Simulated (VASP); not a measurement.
The system is Ta.

```xyz
1
Lattice="-1.6408 1.6408 1.6408 1.6408 -1.6408 1.6408 1.6408 1.6408 -1.6408" Properties=species:S:1:pos:R:3 pbc="T T T"
Ta    0.0000    0.0000    0.0000
```

Base run:

| Item | Value |
| --- | --- |
| Program | VASP 6.6.1 |
| Functional | PBEsol |
| Potentials or basis | VASP PAW PBE potentials, release 64 (Ta_pv) |
| Cutoff | 900 eV |
| k mesh | 18 × 18 × 18 |
| Occupations | gaussian, width 0.1 eV |
| Spin | no spin polarisation |

Its results: band gap on the k mesh none (metal or under the smearing width); pressure 0.0 GPa.

After a change of settings the same cell gave: band gap on the k mesh none (metal or under the smearing width); pressure 5.1 GPa. Which change was it?
A. cutoff from 900 eV to 520 eV; occupations from gaussian, width 0.1 eV to gaussian, width 0.5 eV
B. cutoff from 900 eV to 520 eV; k mesh from 18 × 18 × 18 to 28 × 28 × 28
C. cutoff from 900 eV to 700 eV
D. functional from PBEsol to r2SCAN; cutoff from 900 eV to 520 eV

D.

Caveats: the PAW data sets were made with another functional, which shifts forces and pressure a little.
